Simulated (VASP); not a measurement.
Input of a VASP 6.6.1 run:

The input INCAR:

```
SYSTEM = Si5Ge3
  PREC = Accurate
  ENCUT = 520
  EDIFF = 1E-7
  ISMEAR = 0
  SIGMA = 0.03
  LREAL = .FALSE.
  LASPH = .TRUE.
  NELM = 80
  ALGO = Normal
  ISIF = 2
  LWAVE = .FALSE.
  LCHARG = .FALSE.
  GGA = PS
  NBANDS = 76
  ICORELEVEL = 1
  LUSENCCL = .FALSE.
```

KPOINTS

```
regular mesh
0
G
  6 6 6
  0 0 0
```

The input POSCAR:

```
Si5Ge3                                  
1.0
   -0.0000000000      5.5146734822      5.5146590843
    5.5145255793     -0.0000249344      5.5146840188
    5.5145255793      5.5146984167     -0.0000249345
  Si              Ge            
    10     6
Direct
     0.3722787771328994    0.3723987687071049    0.3775578438424820
     0.3710454233252662    0.3763965414570178    0.8763662329224551
     0.3761918022952681    0.8763662329224551    0.3763965414570178
     0.8777646103175137    0.3775578438424820    0.3723987687071049
     0.8789837845603151    0.3734620393799219    0.8737423219066478
     0.8738118541531151    0.8737423219066478    0.3734620393799219
     0.2498682377527084    0.2501317622472916    0.2501317622472916
     0.2486964819867306    0.2541697817797882    0.7484631578763962
     0.2527661915073102    0.7472338084926898    0.7472338084926898
     0.7486705783570851    0.7484631578763962    0.2541697817797882
     0.3719212637971852    0.8778649745136827    0.8722155498828267
     0.8779982118062983    0.8722155498828267    0.8778649745136827
     0.2485907306414388    0.7483573850022691    0.2544964208288356
     0.7499014288441884    0.2500985711558116    0.2500985711558116
     0.7485554635274565    0.2544964208288356    0.7483573850022691
     0.7529551599952208    0.7470448400047792    0.7470448400047792
```

KPOINTS_OPT

```
explicit points
6
Reciprocal
 0.0000000000  0.0000000000  0.0000000000 1
 0.3750000000  0.3750000000  0.7500000000 1
 0.5000000000  0.5000000000  0.5000000000 1
 0.6250000000  0.2500000000  0.6250000000 1
 0.5000000000  0.2500000000  0.7500000000 1
 0.5000000000  0.0000000000  0.5000000000 1
```

Potentials or basis: VASP PAW PBE potentials, release 64 (Si, Ge_d).

Command:

```console
$ cat potpaw_PBE.64/Si/POTCAR potpaw_PBE.64/Ge_d/POTCAR > POTCAR
$ mpirun -np 1 vasp_std > vasp.out
```

(1) Predict the pressure.

(2) Estimate the band gap along the path.

(3) Estimate the band gap on the k mesh.

Results:

(1) 0.0 GPa.

(2) 0.34 eV, direct.

(3) 0.34 eV, direct.

Caveat: the PAW data sets were made with another functional, which shifts forces and pressure a little.
